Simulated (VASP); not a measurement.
Input for VASP

**POSCAR**
```
Sn3Te2Se
1.0
  4.3669058779   0.0000000000   0.0000000000
 -2.1834529390   3.7818518126   0.0000000000
  0.0000000000   0.0000000000  10.6545562800
Sn Te Se
3 2 1
Cartesian
  0.0000000000   0.0000000000   5.3272781400
 -0.0000021835   2.5212358024   1.6167686832
  2.1834551224   1.2606160102   9.0377875968
 -0.0000021835   2.5212358024   7.1834551673
  2.1834551224   1.2606160102   3.4711011127
  0.0000000000   0.0000000000   0.0000000000
```

KPOINTS:
```
Automatic mesh
0
Gamma
5 5 2
0 0 0
```

### INCAR
```
SYSTEM  =  Sn3Te2Se
PREC  =  Accurate; ENCUT  =  400; LREAL  =  F
LASPH  =  T
EDIFF  =  1E-6; NELM  =  100; ALGO  =  Normal
LMAXMIX  =  4; LMIXTAU  =  T
ISMEAR  =  0; SIGMA  =  0.05
METAGGA  =  R2SCAN
IBRION  =  2; NSW  =  60; ISIF  =  3
EDIFFG  =  -0.02
LWAVE  =  F; LCHARG  =  F
```

POTCAR, in this order: Sn_d Te Se (PBE.64 set). Program: vasp_std.

### Question
Translate this r2SCAN calculation to Ansatz.

### Answer
One equivalent input (not run):
Ansatz 0.2 input:
```yaml
crystal:
  lattice:
    - [4.3669059, 0.0000000, 0.0000000]
    - [-2.1834529, 3.7818518, 0.0000000]
    - [0.0000000, 0.0000000, 10.6545563]
  atoms:
    - { symbol: Sn, position: [0.0000000, 0.0000000, 0.5000000] }
    - { symbol: Sn, position: [0.3333330, 0.6666670, 0.1517443] }
    - { symbol: Sn, position: [0.6666670, 0.3333330, 0.8482557] }
    - { symbol: Te, position: [0.3333330, 0.6666670, 0.6742144] }
    - { symbol: Te, position: [0.6666670, 0.3333330, 0.3257856] }
    - { symbol: Se, position: [0.0000000, 0.0000000, 0.0000000] }
kpoints:
  mp_grid: { grid: [5, 5, 2] }
hamiltonian:
  xc: r2scan
  pseudopotentials: { kind: paw }
scf:
  occupations: { method: gaussian, width: 0.05 }
  max_iter: 100
relax:
  max_steps: 60
  f_tol: 0.02
  cell: {}
output: { forces: true, stress: true, eigenvalues: true }
```
What does not carry over: each code has its own PAW files, so the cut-off isn't converted (ENCUT is set for VASP's; basis.ecutwfc is left out, and Ansatz then takes the one that its files recommend); Ansatz stops its SCF on the density residual and VASP on the energy change (EDIFF).

The structure comes from a computed database's Sn3Te2Se entry (P-3m1); how it stands against other phases isn't given here. This run relaxes it. Symmetry was kept, so distortions that lower it aren't found. The start is the result of an earlier pass.
